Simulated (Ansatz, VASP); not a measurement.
## Cross-check of Pb between VASP and Ansatz

One calculation is typed for both programs; each brings its own data sets. How far apart do they land? Of the first pair: The structure shown is the end of the Ansatz relaxation below.

Calculated with Ansatz 0.2.0; plane waves, with VASP 6.6.1 beside it; single point at PBEsol.

**1. Set-up**

The cell holds 5 atoms: 5 Pb. Cell: a = 3.394 Å, b = 3.394 Å, c = 43.600 Å, α = 90.0°, β = 90.0°, γ = 90.0°. It derives from Pb. Vacuum lies along c. The height across the vacuum is the one that the program set for its solve, not the one typed.

**2. Ansatz: relaxation, PBEsol**

Ansatz runs on its PAW soft_1 files.

This run makes the geometry at which the two programs are then compared.

File input.yaml:

```yaml
crystal:
  lattice:
    - [2.475, 2.475, 0.0]
    - [-2.475, 2.475, 0.0]
    - [0.0, 0.0, 22.9]
  atoms:
    - { symbol: Pb, position: [0.0, 0.0, 0.283843] }
    - { symbol: Pb, position: [0.5, 0.5, 0.391921] }
    - { symbol: Pb, position: [0.0, 0.0, 0.5] }
    - { symbol: Pb, position: [0.5, 0.5, 0.608079] }
    - { symbol: Pb, position: [0.0, 0.0, 0.716157] }
  periodic: [true, true, false]
kpoints:
  mp_grid: { grid: [10, 10, 1] }
hamiltonian:
  xc: pbesol
  pseudopotentials: { kind: paw, azcp: { folder: soft_1 }, xc_functional: pbe }
scf:
  occupations: { method: gaussian, width: 0.1 }
output:
  forces: true
  stress: true
  eigenvalues: true
  write_density: true
  write_potential: true
  elf: true
  volumetric_format: npy
relax:
  adjacent_minimum: "off"
  f_tol: 0.005
  max_steps: 80
  cell: { stress_2d_tol: 0.02 }
```

Run with:

```
> ansatz run input.yaml --threads 4 --pin off --max-ram 16384MiB --backend cpu --events-out ev --progress --plain --runs-dir out
```

Numbers of over 12 decimals in the logs are rounded to 6 here.

Log:

```text
Warning: crystal.periodic: the lattice vector that does not repeat stood 0.000° off the slab's normal, 22.900 Å along it as the deck builds it. The run solves the slab on a vector along the normal, 43.600 Å long, with every atom where it was (on the deck's vector they left 13.00 Å outside them, and the widest stretch free of ions among them is 2.48 Å). A fractional position that the run reports is one of the run's ce [...]
crystal.periodic: the lattice vector that does not repeat stood 0.000° off the slab's normal, 22.900 Å along it as the deck builds it. The run solves the slab on a vector along the normal, 43.600 Å long, with every atom where it was (on the deck's vector they left 13.00 Å outside them, and the widest stretch free of ions among them is 2.48 Å). A fractional position that the run reports is one of the run's cell, which [...]
Engine: ansatz 0.2.0, aarch64-unknown-linux-gnu
Pseudopotentials: kind: paw
Pseudopotential: Pb, paw, valence charge 14, recommended cutoff 420 eV (normal), soft_1/Pb.paw.azcp
Functional definition: PBEsol
  exchange = pbesol_x
  correlation = pbesol_c
Crystal: 5 atoms, lattice volume = 534.154 Å³
Basis set: ecut = 420 eV, 10381 PW (Γ), exchange–correlation on 48×48×600 points (8 copies of the dense FFT grid, shifted against one another)
Bands: 42, of which v1, the nominal top of the filled ones, is band 35 counted from 1 (34 counted from 0)
Symmetry: 16 space group operations
Space group: P4/mmm (ITA 123), of the structure as read, at distance tolerance 8.1e-5 Å
k-points: 21 of 100
Non-local potential: Pb, projectors of the file, l = 0: 2, l = 1: 2, l = 2: 2, l = 3: 1
PAW form: soft (Blöchl's): semilocal exchange-correlation on the pseudo side does not see the compensation charge
PAW frozen core: Pb, regenerated for the run's functional, and the local potential with it (the file was generated under x = pbe(κ = 0.804, μ = 0.219515), c = pbe(β = 0.066725))
PAW one-centre angular grid: Pb, 590 points (default); XC on 64 Gauss nodes
Initial density: superposition of atomic densities (neutral atoms: chi_scale 0, normalization atom)
Initial wavefunctions: pseudopotential atomic-orbital guess
Functional: x = pbesol(κ = 0.804, μ = 0.123457), c = pbesol(β = 0.046)
iter 1 solved again at ethr=1.92e-3 eV; its pass at ethr=3.10e-3 eV (dr2=1.34e0 eV) is discarded
SCF iter   1: F=—  HF=-58785.260085 eV  |F-HF|=—  |Δ(HF+E_count)|=         —  Δρ=5.48e-3  dr2=1.40e0  ethr=1.92e-3  ⟨swp⟩=1.0  Hψ=6316  notcnv=0
preconditioner: auto → LDOS  [metal: Δε(μ)=0.025 eV  Ē_g=15.580 eV  σ=0.100 eV  W_gap=0.14  n_scr=70 (ndim 8)  ℏωp=13.4 eV  f_vac=0.669  D(μ)=5.26/eV (n_scr^D=18)  β→1.0]
SCF iter   2: F=—  HF=-58785.084794 eV  |F-HF|=—  |Δ(HF+E_count)|=   1.75e-1  Δρ=3.62e-3  dr2=1.14e-1  ethr=1.92e-3  ⟨swp⟩=4.3  Hψ=1906  notcnv=0  defer=4
[...]
relax step   5: F+E_penalty+E_count = -58785.14719461 eV  Δ(F+E_penalty+E_count) = -4.325e-5 eV  max|allowed force component| = 2.624e-3 eV/Å  Δτ_max = 0.0019 Å  P = +0.016 N/m  Ω = 502.105 Å³  energy of the carried Pulay correction = +1.587e-3 eV  fix = [c, alpha, beta]  reactions: c +0.000 N/m  (6 SCF iters, dr2 threshold 5.04e-10 eV, accepted)
Initial wavefunctions: pseudopotential atomic-orbital guess (no wavefunctions were taken with the density)
iter 1 solved again at ethr=6.65e-7 eV; its pass at ethr=3.10e-3 eV (dr2=4.66e-4 eV) is discarded
SCF iter   1: F=—  HF=-58785.145758 eV  |F-HF|=—  |Δ(HF+E_count)|=         —  Δρ=5.47e-5  dr2=2.48e-6  ethr=6.65e-7  ⟨swp⟩=5.1  Hψ=8918  notcnv=0
preconditioner: auto → LDOS  [metal: Δε(μ)=0.022 eV  Ē_g=15.849 eV  σ=0.100 eV  W_gap=0.12  n_scr=62 (ndim 8)  ℏωp=13.9 eV  f_vac=0.672  D(μ)=5.47/eV (n_scr^D=18)  β→1.0]
SCF iter   2: F=—  HF=-58785.145736 eV  |F-HF|=—  |Δ(HF+E_count)|=   2.18e-5  Δρ=1.08e-5  dr2=4.52e-7  ethr=3.54e-9  ⟨swp⟩=3.4  Hψ=2369  notcnv=0
SCF iter   3: F=—  HF=-58785.145736 eV  |F-HF|=—  |Δ(HF+E_count)|=   2.13e-7  Δρ=3.59e-6  dr2=4.60e-8  ethr=6.45e-10  ⟨swp⟩=2.6  Hψ=1682  notcnv=0
SCF iter   4: F=—  HF=-58785.145736 eV  |F-HF|=—  |Δ(HF+E_count)|=   5.17e-9  Δρ=6.87e-7  dr2=1.50e-9  ethr=6.58e-11  ⟨swp⟩=3.3  Hψ=2362  notcnv=0
SCF iter   5: F=—  HF=-58785.145736 eV  |F-HF|=—  |Δ(HF+E_count)|=   2.41e-9  Δρ=1.33e-7  dr2=1.07e-10  ethr=2.14e-12  ⟨swp⟩=3.0  Hψ=2102  notcnv=0
SCF iter   6: F=—  HF=-58785.145736 eV  |F-HF|=—  |Δ(HF+E_count)|=  1.67e-10  Δρ=3.70e-8  dr2=6.62e-12  ethr=1.00e-12  ⟨swp⟩=1.7  Hψ=1129  notcnv=0
SCF iter   7: F=—  HF=-58785.145736 eV  |F-HF|=—  |Δ(HF+E_count)|=  9.46e-11  Δρ=2.36e-8  dr2=3.66e-12  ethr=1.00e-12  ⟨swp⟩=14.7  Hψ=6925  notcnv=0
SCF iter   8: F=-58785.145736 eV  HF=-58785.145736 eV  |F-HF|=3.78e-10  |Δ(HF+E_count)|=    0.00e0  Δρ=7.28e-9  dr2=2.48e-13  ethr=1.00e-12  ⟨swp⟩=6.9  Hψ=4696  notcnv=0
SCF 6 converged in 8 iterations: F = -58785.145736 eV  dr2 = 2.48e-13
relax step   6: F+E_penalty+E_count = -58785.14573614 eV  Δ(F+E_penalty+E_count) = +1.458e-3 eV  max|allowed force component| = 2.688e-3 eV/Å  Δτ_max = 0.0000 Å  P = +0.008 N/m  Ω = 502.105 Å³  fix = [c, alpha, beta]  reactions: c +0.000 N/m  stress off target by 8.17e-3 N/m on what of the cell is left free  SCF on the basis re-selected at this cell (its energy is not comparable with the rows above)  (8 SCF iters)
basis re-selected at this cell: Δ(F+E_penalty+E_count) = +1.458e-3 eV, ΔP = -0.008 N/m vs the last step (what re-selecting the basis moved, of the pressure what is left beyond the Pulay correction that the steps carried, after the strain that the cell walked since its last selection, with what the two solves' SCF thresholds leave and, on support functions, any second-order correction that the steps lacked; it is no m [...]
WARN: The output density's exchange-correlation potential varies sharply where the density is thin. Do not read a vacuum level from v_tot or v_xc, or from such a field of the output density. On a cell that repeats whose density bears no net charge and no dipole along the vacuum's axis use v_es (v_loc + v_h of the components); under efield.dipole_correction with no amplitude use v_es + v_field, which holds any externa [...]
SCF converged after 8 iterations
Free energy (F): -58785.145736 eV
Harris-Foulkes:  -58785.145736 eV  (|F-HF|=3.78e-10)
Internal energy: -58785.118403 eV  (E = F + TS)
E sigma→0 (E₀):  -58785.132069 eV
Entropy (-TS):   -0.027333 eV (-5.467 meV/atom)
Fermi energy:    -3.755263 eV
--- Per-component energies (eV) ---
  E_band       = -1212.124672
  E_kinetic    = 1467.594561
  E_local      = -264186.556849  (includes V_loc(G=0)·N_el)
  E_nonlocal   = 1536.479116
  E_hartree    = 131006.964550
  E_xc         = -1020.713672
  E_vxc        = -690.287697  (∫ρ·V_xc dr)
  E_paw        = -51215.181743  (= ΣΔE_a)
  E_vpaw       = -1353.282947  (= ΣTr[D̂ρ^β])
  E_aug_tail   = -0.000042  (compensation charges beyond the density's cutoff)
  E_ewald      = 123625.984825
  E_core_change = 0.310851  (= ΣΔE_core)
  E_smearing   = -0.027333  (= −TS)
  E_closure    = 0.000000  (closes the sum)
  Σ components = -58785.145736   (vs F -58785.145736, Δ=0.00e0)
--- Forces (eV/Å), atoms counted from 1 ---
  atom   1  Pb     0.00000000    -0.00000000    -0.00268756
  atom   2  Pb     0.00000000     0.00000000     0.00195316
  atom   3  Pb    -0.00000000    -0.00000000     0.00000000
  atom   4  Pb     0.00000000    -0.00000000    -0.00195316
  atom   5  Pb     0.00000000    -0.00000000     0.00268756
  max |Σ_I F_I| component: 6.47e-29 eV/Å
--- 2D stress c σ (N/m, compression-positive) ---
        0.008173       0.000000       0.000000
       -0.000000       0.008173       0.000000
        0.000000       0.000000       0.000000
  P = ½ c Tr σ = 0.0082 N/m
--- Band table (eV; the first three rows and the last of 21) ---
  k-point 0: bands = [... 31 lower, -5.1812, -3.0269, -1.0518 (-1.0522°), -0.9643 (-0.9643°), -0.9643 (-0.9643°), -0.3824 (-0.3824°), -0.3824 (-0.3824°), -0.2092 (-0.2326°), ... 3 higher]
  k-point 1: bands = [... 31 lower, -5.1308, -3.2806, -2.1683, -1.5554 (-1.5554°), -1.3129 (-1.3129°), -0.8025 (-0.8025°), -0.2293 (-0.2375°), -0.2291 (-0.2291°), ... 3 higher]
  k-point 2: bands = [... 31 lower, -5.3080, -4.5268, -3.8305, -3.1241, -2.1584, -1.4113 (-1.4113°), -0.5081 (-0.5081°), -0.3288 (-0.3288°), ... 3 higher]
  k-point 20: bands = [... 31 lower, -6.7980, -6.2203, -6.2203, -5.0815, -5.0815, -3.6331, -3.6331, -3.0101, ... 3 higher]
  ° read free of the cell's end (the report's vacuum.weakly_bound_levels)
--- Relaxed structure (5 steps of the walk, 5 accepted, 1 SCFs on fresh bases) ---
  F+E_penalty+E_count = -58785.14573614 eV   max|allowed force component| = 2.688e-3 eV/Å   (the final SCF, on the basis selected at the relaxed cell)
  cell:  # Å, volume = 502.1054 Å³
    - [2.399602, 2.399602, 0.0]
    - [-2.399602, 2.399602, 0.0]
    - [0.0, 0.0, 43.5999812]
  atoms:
    - { symbol: Pb, position: [0, 0, 0.147234] }
    - { symbol: Pb, position: [0.5, 0.5, 0.203092] }
    - { symbol: Pb, position: [0, 0, 0.262615] }
    - { symbol: Pb, position: [0.5, 0.5, 0.322137] }
    - { symbol: Pb, position: [0, 0, 0.377996] }
```

**3. VASP: single point, PBEsol, relaxed cell, pair 1**

The same cell, functional, mesh and smearing now go to VASP, with its own data sets.

Lines of VASP's logs that name or quote its potential files are left out, and so is its time.

File INCAR:

```
SYSTEM = Pb
PREC = Accurate
ENCUT = 400
EDIFF = 1E-06
NELM = 120
ISMEAR = 0
SIGMA = 0.1
LREAL = .FALSE.
ALGO = Normal
GGA = PS
NBANDS = 43
LORBIT = 11
LWAVE = .FALSE.
LCHARG = .FALSE.
ISIF = 2
LDIPOL = .TRUE.
IDIPOL = 3
DIPOL = 0.5 0.5 0.263
LVHAR = .TRUE.
LASPH = .TRUE.
GGA_COMPAT = .FALSE.
NELMDL = -8
KPAR = 2
```

File POSCAR:

```
Pb
1.0
    2.3996024689      2.3996024689      0.0000000000
   -2.3996024689      2.3996024689      0.0000000000
    0.0000000000      0.0000000000     43.5999812000
Pb
5
Direct
    0.0000000000      0.0000000000      0.1472336114
    0.5000000000      0.5000000000      0.2030921344
    0.0000000000      0.0000000000      0.2626147921
    0.5000000000      0.5000000000      0.3221374499
    0.0000000000      0.0000000000      0.3779959729
```

File KPOINTS:

```
Automatic mesh
0
Gamma
10 10 1
0 0 0
```

The projector-augmented-wave data sets are Pb_d (PBE family, release 64).

Run with:

```
> mpirun -np 2 vasp_std
```

Log:

```text
[banner, memory and clock lines left out]
running    2 mpi-ranks, on    1 nodes
 distrk:  each k-point on    1 cores,    2 groups
 distr:  one band on    1 cores,    1 groups

 POSCAR found type information on POSCAR Pb
 POSCAR found :  1 types and       5 ions
|                                                                             |
|               ----> ADVICE to this user running VASP <----                  |
|                                                                             |
|     You enforced a specific xc type in the INCAR file but a different       |
|     [... a line on the potential file left out ...]
|     I HOPE YOU KNOW WHAT YOU ARE DOING!                                     |
|                                                                             |

 LDA part: xc-table for (Slater+PW92), standard interpolation
 POSCAR, INCAR and KPOINTS ok, starting setup
 FFT: planning ... GRIDC
 FFT: planning ... GRID_SOFT
 FFT: planning ... GRID
 WAVECAR not read
 entering main loop
       N       E                     dE             d eps       ncg     rms          rms(c)
DAV:   1     0.706228827173E+03    0.70623E+03   -0.28067E+04  2254   0.116E+03
DAV:   2     0.442398993128E+02   -0.66199E+03   -0.65516E+03  1962   0.395E+02
DAV:   3    -0.168232610541E+02   -0.61063E+02   -0.60629E+02  2131   0.171E+02
DAV:   4    -0.194484564264E+02   -0.26252E+01   -0.26227E+01  2225   0.462E+01
DAV:   5    -0.195404409103E+02   -0.91984E-01   -0.91980E-01  2389   0.708E+00
DAV:   6    -0.195434599021E+02   -0.30190E-02   -0.30190E-02  2678   0.147E+00
DAV:   7    -0.195435277308E+02   -0.67829E-04   -0.67829E-04  2836   0.146E-01
DAV:   8    -0.195435288899E+02   -0.11591E-05   -0.11588E-05  2385   0.210E-02    0.152E+00
DAV:   9    -0.193827947817E+02    0.16073E+00   -0.62655E-01  2506   0.109E+01    0.924E-01
DAV:  10    -0.193518562179E+02    0.30939E-01   -0.38564E-01  2343   0.780E+00    0.485E-01
DAV:  11    -0.193315769202E+02    0.20279E-01   -0.16016E-01  2308   0.487E+00    0.265E-01
DAV:  12    -0.193306485222E+02    0.92840E-03   -0.20413E-02  2262   0.193E+00    0.160E-01
DAV:  13    -0.193291518431E+02    0.14967E-02   -0.50472E-03  2145   0.761E-01    0.758E-02
DAV:  14    -0.193286533638E+02    0.49848E-03   -0.11767E-03  2218   0.311E-01    0.442E-02
[...]
DAV:  20    -0.193294236193E+02   -0.59523E-04   -0.44421E-06  1410   0.275E-02    0.266E-03
DAV:  21    -0.193294937196E+02   -0.70100E-04   -0.53135E-06  1736   0.249E-02    0.224E-03
DAV:  22    -0.193295289225E+02   -0.35203E-04   -0.22737E-06  1365   0.200E-02    0.113E-03
DAV:  23    -0.193295435343E+02   -0.14612E-04   -0.82168E-07  1302   0.176E-02    0.438E-04
DAV:  24    -0.193295529140E+02   -0.93797E-05   -0.33740E-07  1257   0.458E-03    0.254E-04
DAV:  25    -0.193295567701E+02   -0.38561E-05   -0.14443E-07  1197   0.226E-03    0.164E-04
DAV:  26    -0.193295581709E+02   -0.14008E-05   -0.42070E-08  1228   0.233E-03    0.149E-04
DAV:  27    -0.193295586733E+02   -0.50245E-06   -0.22447E-08  1154   0.155E-03
   1 F= -.19329559E+02 E0= -.19315884E+02  d E =-.273497E-01
```

Parts of OUTCAR (step 3):

```text
ion  position               nearest neighbor table
   1  0.000  0.000  0.147-   2 3.42   2 3.42   2 3.42   2 3.42
   2  0.500  0.500  0.203-   1 3.42   1 3.42   1 3.42   1 3.42   3 3.53   3 3.53   3 3.53   3 3.53

  LATTYP: Found a simple tetragonal cell.
 ALAT       =     3.3935503558
 C/A-ratio  =    12.8478957518

 Subroutine GETGRP returns: Found 16 space group operations
 (whereof  8 operations were pure point group operations)

The static configuration has the point symmetry C_4v.
 The point group associated with its full space group is D_4h.

 Found     21 irreducible k-points:

   k-points           NKPTS =     21   k-points in BZ     NKDIM =     21   number of bands    NBANDS=     43

   dimension x,y,z NGX =    24 NGY =   24 NGZ =  288
   dimension x,y,z NGXF=    48 NGYF=   48 NGZF=  576

   ENCUT  =  400.0 eV  29.40 Ry    5.42 a.u.   5.53  5.53 71.10*2*pi/ulx,y,z

   NELECT =      70.0000    total number of electrons

 k-points in reciprocal lattice and weights: Automatic mesh
   0.00000000  0.00000000  0.00000000       0.010
   0.10000000  0.00000000  0.00000000       0.040
   0.20000000  0.00000000  0.00000000       0.040
   0.30000000  0.00000000  0.00000000       0.040
   0.40000000  0.00000000  0.00000000       0.040
   0.50000000  0.00000000  0.00000000       0.020
   0.10000000  0.10000000  0.00000000       0.040
   0.20000000  0.10000000  0.00000000       0.080
   0.30000000  0.10000000  0.00000000       0.080
[...]
0.50000000  0.40000000  0.00000000       0.040
   0.50000000  0.50000000  0.00000000       0.010

 dipolmoment           0.000000      0.000000     -0.000006 electrons x Angstroem

 average (electrostatic) potential at core
       1 -97.7150       2 -97.6252       3 -97.7534       4 -97.6252       5 -97.7151

 E-fermi :  -0.4641

 k-point     1 :       0.0000    0.0000    0.0000
  band No.  band energies     occupation
    ...
     28     -10.8050      2.00000
     29      -9.3507      2.00000
     30      -8.2020      2.00000
     31      -3.5563      2.00000
     32      -1.8889      2.00000
     33       0.2639      0.00000
     34       2.2422      0.00000
     35       2.3252      0.00000
     36       2.3252      0.00000
     37       2.9064      0.00000
    ...

 k-point     2 :       0.1000    0.0000    0.0000
  band No.  band energies     occupation
    ...
     28     -10.6735      2.00000
     29      -9.2402      2.00000
     30      -8.1277      2.00000
     31      -3.4070      2.00000
     32      -1.8386      2.00000
     33       0.0097      0.00000
     34       1.1220      0.00000
     35       1.7361      0.00000
     36       1.9779      0.00000
     37       2.4870      0.00000
    ...

 k-point     3 :       0.2000    0.0000    0.0000
  band No.  band energies     occupation
    ...
     30      -7.9426      2.00000
     31      -3.0103      2.00000
     32      -2.0159      2.00000
     33      -1.2368      2.00000
     34      -0.5399      1.71623
     35       0.1670      0.00000
     36       1.1336      0.00000
     37       1.8809      0.00000
     38       2.7839      0.00000
     39       2.9607      0.00000
    ...

  Total       -0.0738446     -0.0738446     -0.0520972      0.0000000      0.0000000      0.0000000
  in kB       -0.2356322     -0.2356322     -0.1662380      0.0000000      0.0000000      0.0000000
  external PRESSURE =      -0.2125008 kB  Pullay stress =       0.0000000 kB

  energy-cutoff  :      400.00
  volume of cell :      502.11
      direct lattice vectors                 reciprocal lattice vectors
     2.399602469  2.399602469  0.000000000     0.208367847  0.208367847  0.000000000
    -2.399602469  2.399602469  0.000000000    -0.208367847  0.208367847  0.000000000
     0.000000000  0.000000000 43.599981200     0.000000000  0.000000000  0.022935790

 POSITION                                       TOTAL-FORCE (eV/Angst)
 -----------------------------------------------------------------------------------
      0.00000      0.00000      6.41938        -0.000000     -0.000000     -0.002682
      0.00000      2.39960      8.85481         0.000000      0.000000      0.001471
      0.00000      0.00000     11.45000        -0.000000     -0.000000     -0.000000
      0.00000      2.39960     14.04519        -0.000000     -0.000000     -0.001471
      0.00000      0.00000     16.48062        -0.000000     -0.000000      0.002682
 -----------------------------------------------------------------------------------
    total drift:                                0.000000      0.000000     -0.000447

  FREE ENERGIE OF THE ION-ELECTRON SYSTEM (eV)
  ---------------------------------------------------
  free  energy   TOTEN  =       -19.3295586733 eV

  energy  without entropy=      -19.3022090205  energy(sigma->0) =      -19.31588385

 vacuum level on the upper side and lower side of the slab         3.294         3.294

 total charge
# of ion       s       p       d       tot
------------------------------------------
    1        1.382   0.746   9.804  11.932
    2        1.392   0.769   9.810  11.971
    3        1.392   0.746   9.808  11.946
    4        1.392   0.769   9.810  11.971
    5        1.382   0.746   9.804  11.932
--------------------------------------------------
tot          6.941   3.777  49.036  59.754

[... 3 further parts left out ...]
```

The run ends at a pressure of -0.02 GPa, with forces up to 0.0027 eV/Å.

**4. Comparison**

Known differences besides the potentials themselves: Ansatz cuts the interaction across the vacuum, VASP repeats the sheet with a dipole correction; the cutoff is 420 eV in Ansatz and 400 eV in VASP; Ansatz makes its cores anew for this functional, VASP keeps those of its PBE data sets. Total energies have different zeros and are not compared.

With vacuum in the cell, a pressure given here is an average over mostly empty space and none of the material.

(Continued in part 2 of 2.)

[Lines on the potential files, build, host, timing and source positions are cut from VASP's logs without a mark.]

[Logs are printed without paths, hosts, clocks, repeated set-up lines and the standing remarks that a program may print on its own settings, such as how far it seeks lower states.]

[Hosts, paths, dates, database ids (printed as entryN), source tags and the programs' standing remarks are cut or masked in the printed files.]
